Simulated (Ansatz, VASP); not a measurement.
One calculation of Zn3SbP, two programs

```xyz
5
Lattice="5.7159 0.0000 0.0000 0.0000 5.7159 0.0000 0.0000 0.0000 5.7159" Properties=species:S:1:pos:R:3 pbc="T T T"
P     0.0000    0.0000    0.0000
Sb    2.8580    2.8580    2.8580
Zn    2.8580    2.8580    0.0000
Zn    2.8580    0.0000    2.8580
Zn    0.0000    2.8580    2.8580
```

The cell comes from a database or a generator and needn't be the stable form of this composition.

Alike in both runs: task single point; functional PBE; k mesh 4 × 4 × 4; occupations gaussian, width 0.05 eV; no spin polarisation.

```csv
,VASP,Ansatz
version,VASP 6.6.1,Ansatz 0.2.0
potentials or method,"VASP PAW PBE potentials, release 64 (P, Sb, Zn)","scalar-relativistic, plane waves, PAW"
plane-wave cutoff (eV),520,420
valence electrons in the cell,46,56
```

|  | VASP | Ansatz | Ansatz less VASP |
| --- | --- | --- | --- |
| gap on the k mesh at the Fermi level (eV) | none | none | - |
| pressure (GPa) | -5.0 | -5.0 | -0.02 |

A gap of «none» marks a metal or a gap that the smearing closes. The functional is the same, so the differences come from potentials, cutoffs and numerics. The two sets of potentials don't hold the same shells in valence.

The runs have no spin-orbit coupling, so splittings on Sb are missing.
